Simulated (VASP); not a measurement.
Level of theory: RPBE GGA, VASP's PBE PAW potentials (set 64) (plane waves; VASP 6.6.1).

VASP input:

File POSCAR:
```
CuAu
1.0
  2.8965168499   0.0000000000   0.0000000000
  0.0000000000   2.8965168499   0.0000000000
  0.0000000000   0.0000000000   3.8013445287
Cu Au
1 1
Cart
  0.0000000000   0.0000000000   0.0000000000
  1.4482584249   1.4482584249   1.9006722644
```

**KPOINTS**
```
Automatic mesh
0
Gamma
13 13 10
0 0 0
```

INCAR:
```
SYSTEM = CuAu
PREC = Accurate; ENCUT = 520; LREAL = F
LASPH = T
EDIFF = 1E-7; NELM = 100; ALGO = Normal
LMAXMIX = 6
ISMEAR = 1; SIGMA = 0.1
GGA = RP
IBRION = 2; NSW = 30; ISIF = 4
EDIFFG = -0.01
LWAVE = F; LCHARG = F
```

POTCAR, in this order: Cu Au (PBE.64 set). Program: vasp_std.

Output

File OSZICAR:
```
       N       E                     dE             d eps       ncg     rms          rms(c)
DAV:   1     0.137543049733E+03    0.13754E+03   -0.11428E+04  5120   0.205E+03
DAV:   2    -0.132446570137E+01   -0.13887E+03   -0.13238E+03  5173   0.337E+02
DAV:   3    -0.673530164018E+01   -0.54108E+01   -0.53019E+01  6287   0.766E+01
DAV:   4    -0.679460225700E+01   -0.59301E-01   -0.59285E-01  5751   0.692E+00
DAV:   5    -0.679633022464E+01   -0.17280E-02   -0.17279E-02  7546   0.129E+00    0.950E+00
DAV:   6    -0.648149705361E+01    0.31483E+00   -0.85825E+00  5193   0.827E+01    0.532E+00
DAV:   7    -0.602794575667E+01    0.45355E+00   -0.28879E+00  6216   0.873E+01    0.462E+00
DAV:   8    -0.600699013506E+01    0.20956E-01   -0.18520E-01  7250   0.884E+00    0.250E+00
DAV:   9    -0.600154354969E+01    0.54466E-02   -0.32684E-02  7709   0.514E+00    0.230E-01
DAV:  10    -0.600079676192E+01    0.74679E-03   -0.72522E-03  7649   0.224E+00    0.111E-01
DAV:  11    -0.600078928790E+01    0.74740E-05   -0.76218E-04  6589   0.910E-01    0.529E-02
DAV:  12    -0.600076242693E+01    0.26861E-04   -0.13113E-04  6283   0.386E-01    0.598E-03
DAV:  13    -0.600076221985E+01    0.20709E-06   -0.47605E-06  5929   0.211E-02    0.253E-03
DAV:  14    -0.600076228247E+01   -0.62620E-07   -0.14924E-07  3843   0.726E-03
   1 F= -.60007623E+01 E0= -.60006955E+01  d E =-.600076E+01
       N       E                     dE             d eps       ncg     rms          rms(c)
DAV:   1    -0.600098413484E+01   -0.22191E-03   -0.89088E-03  5502   0.902E-01    0.858E-02
DAV:   2    -0.600087558242E+01    0.10855E-03   -0.15190E-04  7340   0.321E-01    0.518E-02
DAV:   3    -0.600083877417E+01    0.36808E-04   -0.17835E-04  6273   0.440E-01    0.380E-02
DAV:   4    -0.600081718090E+01    0.21593E-04   -0.91635E-05  6311   0.314E-01    0.640E-03
DAV:   5    -0.600081743144E+01   -0.25055E-06   -0.30967E-06  5487   0.181E-02    0.443E-03
DAV:   6    -0.600081745323E+01   -0.21786E-07   -0.28777E-07  4806   0.138E-02
   2 F= -.60008175E+01 E0= -.60007431E+01  d E =-.551708E-04
       N       E                     dE             d eps       ncg     rms          rms(c)
DAV:   1    -0.600239809068E+01   -0.15807E-02   -0.80050E-02  5481   0.270E+00    0.257E-01
DAV:   2    -0.600141657698E+01    0.98151E-03   -0.13606E-03  7342   0.952E-01    0.155E-01
DAV:   3    -0.600108814139E+01    0.32844E-03   -0.15866E-03  6266   0.131E+00    0.114E-01
DAV:   4    -0.600089364281E+01    0.19450E-03   -0.82484E-04  6284   0.937E-01    0.192E-02
DAV:   5    -0.600089576564E+01   -0.21228E-05   -0.27469E-05  5538   0.560E-02    0.132E-02
DAV:   6    -0.600089590953E+01   -0.14389E-06   -0.28279E-06  7453   0.407E-02    0.301E-03
DAV:   7    -0.600089580460E+01    0.10493E-06   -0.62342E-07  5746   0.253E-02    0.740E-04
DAV:   8    -0.600089581182E+01   -0.72177E-08   -0.34945E-08  2737   0.199E-03
   3 F= -.60008958E+01 E0= -.60008218E+01  d E =-.133529E-03
```

OUTCAR:
```
------------------------ aborting loop because EDIFF is reached ----------------------------------------
  FORCE on cell =-STRESS in cart. coord.  units (eV):
  Direction    XX          YY          ZZ          XY          YZ          ZX
  --------------------------------------------------------------------------------------
  Total       -0.6554275     -0.6554275     -0.6514021      0.0000000      0.0000000      0.0000000
  in kB      -32.9265245    -32.9265245    -32.7243026      0.0000000      0.0000000      0.0000000
  external PRESSURE =     -32.8591172 kB  Pullay stress =       0.0000000 kB
  volume of cell :       31.89
      direct lattice vectors                 reciprocal lattice vectors
     2.890737527  0.000000000  0.000000000     0.345932479  0.000000000 -0.000000000
     0.000000000  2.890737527  0.000000000     0.000000000  0.345932479  0.000000000
     0.000000000  0.000000000  3.816559441     0.000000000 -0.000000000  0.262016095
 POSITION                                       TOTAL-FORCE (eV/Angst)
 -----------------------------------------------------------------------------------
      0.00000      0.00000      0.00000         0.000000      0.000000      0.000000
      1.44537      1.44537      1.90828        -0.000000      0.000000      0.000000
 -----------------------------------------------------------------------------------
    total drift:                                0.000000      0.000000     -0.000000
  FREE ENERGIE OF THE ION-ELECTRON SYSTEM (eV)
  ---------------------------------------------------
  free  energy   TOTEN  =        -6.0008958118 eV

  energy  without entropy=       -6.0006739074  energy(sigma->0) =       -6.00082184

 reached required accuracy - stopping structural energy minimisation
```
(Selected blocks of OUTCAR.)

CONTCAR:
```
CuAu
   1.00000000000000
     2.8907375270249673    0.0000000000000000    0.0000000000000000
     0.0000000000000000    2.8907375270249673    0.0000000000000000
     0.0000000000000000    0.0000000000000000    3.8165594406069197
  Cu              Au
     1     1
Direct
     0.0000000000000000    0.0000000000000000    0.0000000000000000
     0.5000000000000000    0.5000000000000000    0.5000000000000000
```

The compound is CuAu in the L1_0 structure. This cell is one point of a volume scan, at 1.03 of the reference volume. Symmetry was kept, so distortions that lower it aren't found.
